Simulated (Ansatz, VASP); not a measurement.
# Cross-check of TiO2 (Rutile) between VASP and Ansatz

One calculation is typed for both programs; each brings its own data sets. How far apart do they land? The cell is taken from a series of runs on this material, whose earlier steps may have relaxed, scaled, displaced or heated it; both programs get it as it stands.

Calculated with Ansatz 0.2.0; plane waves, with VASP 6.6.1 beside it; G0W0 gap at r2SCAN.

### 1. Set-up

The structure is tetragonal, space group P4_2/mnm (No. 136). The conventional cell has a = 4.597 Å, b = 4.597 Å, c = 2.954 Å, α = 90.00°, β = 90.00°, γ = 90.00°. Ti has 6 O at 1.95 to 1.98 Å nearest. Nearest to O lie 3 Ti at 1.95 to 1.98 Å. Farther neighbours and most contacts between anions are not listed.

Structure file:

```xyz
6
Lattice="4.5970 0.0000 0.0000 0.0000 4.5970 0.0000 0.0000 0.0000 2.9535" Properties=species:S:1:pos:R:3 pbc="T T T"
Ti    0.0000    0.0000    0.0000
Ti    2.2985    2.2985    1.4768
O     1.4004    1.4004    0.0000
O     0.8981    3.6989    1.4768
O     3.1966    3.1966    0.0000
O     3.6989    0.8981    1.4768
```

### 2. VASP: G0W0 gap, r2SCAN

Quasiparticle shifts depend on high empty states and on the cores, so they are the hardest test of two PAW sets.

Lines of VASP's logs that name or quote its potential files are left out, and so is its time.

The run reads the wave functions of an earlier VASP run, which isn't shown here.

The input, INCAR:

```
SYSTEM = TiO2
PREC = Accurate
ENCUT = 440
ISMEAR = 0
SIGMA = 0.01
LREAL = .FALSE.
METAGGA = R2SCAN
LASPH = .TRUE.
NBANDS = 256
ALGO = EVGW0
NELMGW = 1
ENCUTGW = 138
NOMEGA = 64
PRECFOCK = Fast
NBANDSGW = 32
LWAVE = .FALSE.
LCHARG = .FALSE.
```

The input, POSCAR:

```
TiO2
1.0
    4.5969571735      0.0000000000      0.0000000000
    0.0000000000      4.5969571735      0.0000000000
    0.0000000000      0.0000000000      2.9535436681
Ti O
2 4
Direct
    0.0000000000      0.0000000000      0.0000000000
    0.5000000000      0.5000000000      0.5000000000
    0.3046328041      0.3046328041      0.0000000000
    0.1953671959      0.8046328041      0.5000000000
    0.6953671959      0.6953671959      0.0000000000
    0.8046328041      0.1953671959      0.5000000000
```

The input, KPOINTS:

```
Automatic mesh
0
Gamma
4 4 6
0 0 0
```

The projector-augmented-wave data sets are Ti_sv_GW and O_GW (PBE family, release 64).

Run with:

```console
$ mpirun -np 8 vasp_std
```

Numbers of over 12 decimals in the logs are rounded to 6 here.

The log of the run:

```text
[banner, memory and clock lines left out]
running    8 mpi-ranks, on    1 nodes
 distrk:  each k-point on    8 cores,    1 groups
 distr:  one band on    1 cores,    8 groups

 POSCAR found type information on POSCAR TiO
 POSCAR found :  2 types and       6 ions
|                                                                             |
|           W    W    AA    RRRRR   N    N  II  N    N   GGGG   !!!           |
|           W    W   A  A   R    R  NN   N  II  NN   N  G    G  !!!           |
|           W    W  A    A  R    R  N N  N  II  N N  N  G       !!!           |
|           W WW W  AAAAAA  RRRRR   N  N N  II  N  N N  G  GGG   !            |
|           WW  WW  A    A  R   R   N   NN  II  N   NN  G    G                |
|           W    W  A    A  R    R  N    N  II  N    N   GGGG   !!!           |
|                                                                             |
|     For optimal performance we recommend to set                             |
|       NCORE = 2 up to number-of-cores-per-socket                            |
|     NCORE specifies how many cores store one orbital (NPAR=cpu/NCORE).      |
|     This setting can greatly improve the performance of VASP for DFT.       |
|     The default, NCORE=1 might be grossly inefficient on modern             |
|     multi-core architectures or massively parallel machines. Do your        |
|     Unfortunately you need to use the default for GW and RPA                |
|     calculations (for HF NCORE is supported but not extensively tested      |
|     yet).                                                                   |
|                                                                             |

|                                                                             |
|               ----> ADVICE to this user running VASP <----                  |
|                                                                             |
|     You enforced a specific xc type in the INCAR file but a different       |
|     [... a line on the potential file left out ...]
|     I HOPE YOU KNOW WHAT YOU ARE DOING!                                     |
|                                                                             |

|                                                                             |
|           W    W    AA    RRRRR   N    N  II  N    N   GGGG   !!!           |
|           W    W   A  A   R    R  NN   N  II  NN   N  G    G  !!!           |
|           W    W  A    A  R    R  N N  N  II  N N  N  G       !!!           |
|           W WW W  AAAAAA  RRRRR   N  N N  II  N  N N  G  GGG   !            |
|           WW  WW  A    A  R   R   N   NN  II  N   NN  G    G                |
|           W    W  A    A  R    R  N    N  II  N    N   GGGG   !!!           |
|                                                                             |
|     The default for ENCUTGWSOFT is different in this version of VASP.       |
|     please manually set ENCUTGWSOFT =138 in the INCAR file.                 |
|                                                                             |

 LDA part: xc-table for (None), standard interpolation
 found WAVECAR, reading the header
 POSCAR, INCAR and KPOINTS ok, starting setup
 FFT: planning ... GRIDC
 FFT: planning ... GRID_SOFT
 FFT: planning ... GRID
 reading WAVECAR
 the WAVECAR file was read successfully
 initial charge from wavefunction
 available memory per node:     61.15 GB, setting MAXMEM to     62622

 The Fermi energy was updated, please check that it is located mid-gap
 values below the HOMO (VB) or above the LUMO (CB) will cause erroneous energies
 E-fermi :   5.6051

 calculate exact exchange contribution
 the WAVEDER file was read successfully
energies w=
    0.000    0.000    0.966    0.000    1.930    0.000    2.889    0.000
    3.843    0.000    4.787    0.000    5.723    0.000    6.647    0.000
    7.560    0.000    8.460    0.000    9.348    0.000   10.224    0.000
   11.087    0.000   11.939    0.000   12.780    0.000   13.611    0.000
   14.434    0.000   15.249    0.000   16.059    0.000   16.864    0.000
   17.666    0.000   18.467    0.000   19.268    0.000   20.072    0.000
   20.881    0.000   21.696    0.000   22.521    0.000   23.356    0.000
   24.206    0.000   25.073    0.000   25.959    0.000   26.869    0.000
   27.805    0.000   28.772    0.000   29.776    0.000   30.819    0.000
   31.910    0.000   33.052    0.000   34.255    0.000   35.527    0.000
   36.879    0.000   38.321    0.000   39.866    0.000   41.532    0.000
   43.338    0.000   45.306    0.000   47.465    0.000   49.850    0.000
   52.502    0.000   55.475    0.000   58.838    0.000   62.678    0.000
   67.109    0.000   72.285    0.000   78.414    0.000   85.791    0.000
   94.841    0.000  106.200    0.000  120.876    0.000  140.547    0.000
  168.247    0.000  210.075    0.000  280.379    0.000  422.815    0.000
 responsefunction array rank=     240
 LDA part: xc-table for (None), standard interpolation

 min. memory requirement per mpi rank    352.8 MB, per node   2822.1 MB

 allocating   8 responsefunctions rank=   240
 shmem allocating  64 responsefunctions rank=   240
 response function shared by NCSHMEM nodes    1
 Doing            8  frequencies on each core in blocks of           64
NQ=   1    0.0000    0.0000    0.0000,
|.........|.........|.........|.........|.........|.........|.........|.........
 performed       1462000 updates of chi_q(r,r)
 total number of BLAS operations        550.86 Gflops
NQ=   2    0.2500    0.0000    0.0000,
|.........|.........|.........|.........|.........|.........|.........|.........
 performed       3710000 updates of chi_q(r,r)
 total number of BLAS operations       1544.33 Gflops
NQ=   3    0.5000    0.0000    0.0000,
|.........|.........|.........|.........|.........|.........|.........|.........
 performed       5434000 updates of chi_q(r,r)
 total number of BLAS operations       2286.85 Gflops
NQ=   4    0.2500    0.2500    0.0000,
|.........|.........|.........|.........|.........|.........|.........|.........
 performed       7322000 updates of chi_q(r,r)
 total number of BLAS operations       3058.41 Gflops
NQ=   5    0.5000    0.2500    0.0000,
|.........|.........|.........|.........|.........|.........|.........|.........
 performed       9570000 updates of chi_q(r,r)
 total number of BLAS operations       3977.25 Gflops
NQ=   6    0.5000    0.5000    0.0000,
|.........|.........|.........|.........|.........|.........|.........|.........
 performed      11032000 updates of chi_q(r,r)
 total number of BLAS operations       4585.37 Gflops
NQ=   7    0.0000    0.0000    0.1667,
|.........|.........|.........|.........|.........|.........|.........|.........
 performed      12821000 updates of chi_q(r,r)
 total number of BLAS operations       5336.30 Gflops
NQ=   8    0.2500    0.0000    0.1667,
|.........|.........|.........|.........|.........|.........|.........|.........
 performed      15462000 updates of chi_q(r,r)
 total number of BLAS operations       6435.00 Gflops
NQ=   9    0.5000    0.0000    0.1667,
|.........|.........|.........|.........|.........|.........|.........|.........
 performed      17710000 updates of chi_q(r,r)
 total number of BLAS operations       7337.65 Gflops
NQ=  10    0.2500    0.2500    0.1667,
|.........|.........|.........|.........|.........|.........|.........|.........
 performed      20089000 updates of chi_q(r,r)
 total number of BLAS operations       8336.03 Gflops
NQ=  11    0.5000    0.2500    0.1667,
|.........|.........|.........|.........|.........|.........|.........|.........
 performed      22730000 updates of chi_q(r,r)
 total number of BLAS operations       9415.54 Gflops
NQ=  12    0.5000    0.5000    0.1667,
|.........|.........|.........|.........|.........|.........|.........|.........
 performed      24519000 updates of chi_q(r,r)
 total number of BLAS operations      10108.61 Gflops
NQ=  13    0.0000    0.0000    0.3333,
|.........|.........|.........|.........|.........|.........|.........|.........
 performed      26308000 updates of chi_q(r,r)
 total number of BLAS operations      10892.70 Gflops
NQ=  14    0.2500    0.0000    0.3333,
|.........|.........|.........|.........|.........|.........|.........|.........
 performed      28949000 updates of chi_q(r,r)
 total number of BLAS operations      12099.97 Gflops
NQ=  15    0.5000    0.0000    0.3333,
|.........|.........|.........|.........|.........|.........|.........|.........
 performed      31197000 updates of chi_q(r,r)
 total number of BLAS operations      13018.81 Gflops
NQ=  16    0.2500    0.2500    0.3333,
|.........|.........|.........|.........|.........|.........|.........|.........
 performed      33576000 updates of chi_q(r,r)
 total number of BLAS operations      14061.26 Gflops
NQ=  17    0.5000    0.2500    0.3333,
|.........|.........|.........|.........|.........|.........|.........|.........
 performed      36217000 updates of chi_q(r,r)
 total number of BLAS operations      15121.75 Gflops
NQ=  18    0.5000    0.5000    0.3333,
|.........|.........|.........|.........|.........|.........|.........|.........
 performed      38006000 updates of chi_q(r,r)
 total number of BLAS operations      15866.14 Gflops
NQ=  19    0.0000    0.0000    0.5000,
|.........|.........|.........|.........|.........|.........|.........|.........
 performed      39468000 updates of chi_q(r,r)
 total number of BLAS operations      16528.77 Gflops
NQ=  20    0.2500    0.0000    0.5000,
|.........|.........|.........|.........|.........|.........|.........|.........
 performed      41716000 updates of chi_q(r,r)
 total number of BLAS operations      17463.95 Gflops
NQ=  21    0.5000    0.0000    0.5000,
|.........|.........|.........|.........|.........|.........|.........|.........
 performed      43440000 updates of chi_q(r,r)
 total number of BLAS operations      18206.47 Gflops
NQ=  22    0.2500    0.2500    0.5000,
|.........|.........|.........|.........|.........|.........|.........|.........
 performed      45328000 updates of chi_q(r,r)
 total number of BLAS operations      19019.53 Gflops
NQ=  23    0.5000    0.2500    0.5000,
|.........|.........|.........|.........|.........|.........|.........|.........
 performed      47576000 updates of chi_q(r,r)
 total number of BLAS operations      20021.48 Gflops
NQ=  24    0.5000    0.5000    0.5000,
|.........|.........|.........|.........|.........|.........|.........|.........
 performed      49038000 updates of chi_q(r,r)
 total number of BLAS operations      20651.13 Gflops
 resolving degeneracies of screened two electron integrals

 calculate QP shifts <psi_nk| G(iteration)W_0 |psi_nk>: iteration 1
 entering main loop
```

Parts of OUTCAR (step 2):

```text
ion  position               nearest neighbor table
   1  0.000  0.000  0.000-   4 1.95   6 1.95   4 1.95   6 1.95   5 1.98   3 1.98
   2  0.500  0.500  0.500-   3 1.95   5 1.95   3 1.95   5 1.95   4 1.98   6 1.98
   3  0.305  0.305  0.000-   2 1.95   2 1.95   1 1.98
   4  0.195  0.805  0.500-   1 1.95   1 1.95   2 1.98
   5  0.695  0.695  0.000-   2 1.95   2 1.95   1 1.98
   6  0.805  0.195  0.500-   1 1.95   1 1.95   2 1.98

  LATTYP: Found a simple tetragonal cell.
 ALAT       =     4.5969571735
 C/A-ratio  =     0.6424997138

 Subroutine GETGRP returns: Found 16 space group operations
 (whereof  8 operations were pure point group operations)

The static configuration has the point symmetry D_2h.
 The point group associated with its full space group is D_4h.

 Found     24 irreducible k-points:

   k-points           NKPTS =     24   k-points in BZ     NKDIM =     96   number of bands    NBANDS=    256

   dimension x,y,z NGX =    32 NGY =   32 NGZ =   20
   dimension x,y,z NGXF=    64 NGYF=   64 NGZF=   40

   ENCUT  =  440.0 eV  32.34 Ry    5.69 a.u.   7.86  7.86  5.05*2*pi/ulx,y,z

   NELECT =      48.0000    total number of electrons

  energy-cutoff  :      440.00
  volume of cell :       62.41
      direct lattice vectors                 reciprocal lattice vectors
     4.596957173  0.000000000  0.000000000     0.217535200  0.000000000  0.000000000
     0.000000000  4.596957173  0.000000000     0.000000000  0.217535200  0.000000000
     0.000000000  0.000000000  2.953543668     0.000000000  0.000000000  0.338576338

 k-points in reciprocal lattice and weights: Automatic mesh
   0.00000000  0.00000000  0.00000000       0.010
   0.25000000  0.00000000  0.00000000       0.042
   0.50000000  0.00000000  0.00000000       0.021
   0.25000000  0.25000000  0.00000000       0.042
   0.50000000  0.25000000  0.00000000       0.042
   0.50000000  0.50000000  0.00000000       0.010
   0.00000000  0.00000000  0.16666667       0.021
   0.25000000  0.00000000  0.16666667       0.083
   0.50000000  0.00000000  0.16666667       0.042
[...]
0.50000000  0.25000000  0.50000000       0.042
   0.50000000  0.50000000  0.50000000       0.010

 E-fermi :   5.6051

 QP shifts <psi_nk| G(iteration)W_0 |psi_nk>: iteration 1
 for sc-GW calculations column KS-energies equals QP-energies in previous step
 and V_xc(KS)=  KS-energies - (<T + V_ion + V_H > + <T+V_H+V_ion>^1  + <V_x>^1)
 k-point   1 :       0.0000    0.0000    0.0000
  band No.  KS-energies  QP-energies   sigma(KS)   V_xc(KS)     V^pw_x(r,r')   Z            occupation Imag(sigma)
    ...
     21       3.7408       3.7749     -20.9442     -20.9906     -25.3304       0.7347       2.0000       0.2651
     22       4.0087       4.1216     -20.6945     -20.8492     -25.0431       0.7298       2.0000       0.2695
     23       4.0087       4.1216     -20.6945     -20.8492     -25.0431       0.7298       2.0000       0.2695
     24       4.5009       4.5950     -20.4728     -20.6035     -25.0147       0.7199       2.0000       0.2883
     25       6.7093       7.9115     -17.5506     -19.2099     -11.1320       0.7245       0.0000      -0.3315
     26       7.0294       8.1792     -17.3766     -18.9620     -11.1815       0.7253       0.0000      -0.3304
     27       7.2556       8.4349     -17.8692     -19.5329     -11.2048       0.7089       0.0000      -0.3691
     28       7.3513       8.5610     -18.1381     -19.8379     -11.3150       0.7117       0.0000      -0.3743
    ...

 k-point   2 :       0.2500    0.0000    0.0000
  band No.  KS-energies  QP-energies   sigma(KS)   V_xc(KS)     V^pw_x(r,r')   Z            occupation Imag(sigma)
    ...
     21       3.0266       3.0484     -19.7492     -19.7795     -24.0015       0.7210       2.0000       0.3100
     22       3.3893       3.4074     -20.5965     -20.6213     -24.8271       0.7319       2.0000       0.2697
     23       3.6410       3.7229     -20.1410     -20.2547     -24.5326       0.7201       2.0000       0.2988
     24       4.2592       4.3278     -20.2637     -20.3594     -24.8612       0.7170       2.0000       0.2979
     25       7.0054       8.1964     -17.7623     -19.4168     -11.4330       0.7198       0.0000      -0.3421
     26       7.3555       8.4935     -17.6227     -19.2128     -11.3534       0.7156       0.0000      -0.3586
     27       7.5769       8.7796     -18.3500     -20.0526     -11.4992       0.7063       0.0000      -0.3914
     28       7.6430       8.8427     -18.4777     -20.1798     -11.7028       0.7048       0.0000      -0.3929
    ...

 k-point   3 :       0.5000    0.0000    0.0000
  band No.  KS-energies  QP-energies   sigma(KS)   V_xc(KS)     V^pw_x(r,r')   Z            occupation Imag(sigma)
    ...
     21       2.8038       2.7710     -20.1812     -20.1361     -24.4864       0.7260       2.0000       0.2957
     22       2.8038       2.7710     -20.1812     -20.1361     -24.4864       0.7260       2.0000       0.2957
     23       3.7285       3.7579     -19.8545     -19.8957     -24.5051       0.7142       2.0000       0.3206
     24       3.7285       3.7579     -19.8545     -19.8957     -24.5051       0.7142       2.0000       0.3206
     25       7.3932       8.5636     -17.8679     -19.5105     -11.4726       0.7126       0.0000      -0.3683
     26       7.3932       8.5636     -17.8679     -19.5105     -11.4726       0.7126       0.0000      -0.3683
     27       7.8729       9.0657     -18.6702     -20.3785     -11.7741       0.6983       0.0000      -0.4198
     28       7.8729       9.0657     -18.6702     -20.3785     -11.7741       0.6983       0.0000      -0.4198
    ...

 k-point   4 :       0.2500    0.2500    0.0000
  band No.  KS-energies  QP-energies   sigma(KS)   V_xc(KS)     V^pw_x(r,r')   Z            occupation Imag(sigma)
    ...
     21       2.7111       2.6614     -18.9935     -18.9235     -23.7308       0.7100       2.0000       0.3786
     22       3.3026       3.2983     -20.6034     -20.5975     -24.9823       0.7306       2.0000       0.2783
     23       3.3497       3.3921     -19.9875     -20.0461     -24.1755       0.7227       2.0000       0.2940
     24       4.0753       4.1499     -20.3172     -20.4207     -24.8492       0.7204       2.0000       0.2928
     25       6.7857       7.9844     -17.5895     -19.2428     -11.2605       0.7251       0.0000      -0.3285
     26       7.3618       8.5730     -18.1505     -19.8540     -11.3068       0.7110       0.0000      -0.3760
     27       7.4394       8.5986     -17.8197     -19.4466     -11.4420       0.7125       0.0000      -0.3705
     28       7.8774       9.0692     -18.6825     -20.3907     -11.7924       0.6977       0.0000      -0.4199
    ...

[... 4 further parts left out ...]
```

(Continued in part 2 of 2.)

[Lines on the potential files, build, host, timing and source positions are cut from VASP's logs without a mark.]

[Logs are printed without paths, hosts, clocks, repeated set-up lines and the standing remarks that a program may print on its own settings, such as how far it seeks lower states.]

[Hosts, paths, dates, database ids (printed as entryN), source tags and the programs' standing remarks are cut or masked in the printed files.]
